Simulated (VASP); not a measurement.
Data:

```xyz
2
Lattice="2.6871 0.0000 0.0000 0.0000 2.6871 0.0000 0.0000 0.0000 3.6813" Properties=species:S:1:pos:R:3 pbc="T T T"
Fe     0.0000     0.0000     0.0000
Pt     1.3435     1.3435     1.8406
```

All values below come from PBE GGA, VASP's PBE PAW potentials (set 64) (plane waves; VASP). Run with 300 eV cut-off, 12×12×9 Γ-centred mesh, Gaussian smearing of 0.10 eV, potentials Fe Pt.

The run has a spin-polarised start.

Question: Give the spin-up energies of bands 1 to 12 at the high-symmetry points, in eV from the Fermi level.

Answer: 
| band | Γ | X | M | Z | R | A |
|---|---|---|---|---|---|---|
| 1 | -9.87 | -6.38 | -7.20 | -8.02 | -6.79 | -6.38 |
| 2 | -6.61 | -5.00 | -5.95 | -5.99 | -6.75 | -5.05 |
| 3 | -6.45 | -4.66 | -5.94 | -5.86 | -3.81 | -5.05 |
| 4 | -3.50 | -4.39 | -5.94 | -3.62 | -3.71 | -4.20 |
| 5 | -3.50 | -3.47 | -1.25 | -2.86 | -3.54 | -3.53 |
| 6 | -2.92 | -3.44 | -0.91 | -2.59 | -3.05 | -3.53 |
| 7 | -2.05 | -2.78 | -0.42 | -2.25 | -1.08 | -2.26 |
| 8 | -1.87 | -2.46 | -0.34 | -2.25 | -0.74 | -1.78 |
| 9 | -0.45 | -2.07 | -0.34 | -2.20 | -0.60 | -0.90 |
| 10 | -0.27 | -1.64 | 0.69 | -2.20 | -0.54 | 0.69 |
| 11 | -0.27 | 0.32 | 1.68 | -1.74 | -0.41 | 7.10 |
| 12 | 2.30 | 2.24 | 1.68 | -0.81 | -0.31 | 7.10 |

Question: Give the spin-down energies of bands 1 to 12 at the high-symmetry points, in eV from the Fermi level.

Answer: 
```tsv
band	Γ	X	M	Z	R	A
1	-9.74	-6.26	-6.81	-7.95	-6.41	-6.20
2	-6.08	-4.78	-5.21	-5.75	-6.28	-4.85
3	-6.06	-4.46	-5.21	-5.41	-3.04	-4.85
4	-2.44	-3.59	-4.97	-2.63	-2.93	-2.06
5	-2.44	-2.55	1.06	-1.94	-2.31	-1.52
6	-0.85	-1.38	1.35	-1.94	-0.50	-1.44
7	-0.74	-1.25	1.73	-1.50	-0.47	-1.44
8	0.61	-0.97	1.81	-0.54	-0.44	0.79
9	1.78	0.55	1.81	0.15	1.00	1.07
10	1.79	0.74	1.83	0.47	1.58	1.83
11	1.79	2.57	1.86	0.47	1.67	7.82
12	2.49	2.71	1.86	1.52	1.74	7.82
```

It has no gap at this level: it comes out as a metal or semimetal.

The structure comes from a computed database's FePt entry; how it stands against other phases isn't given here. The cell was not relaxed at this level.
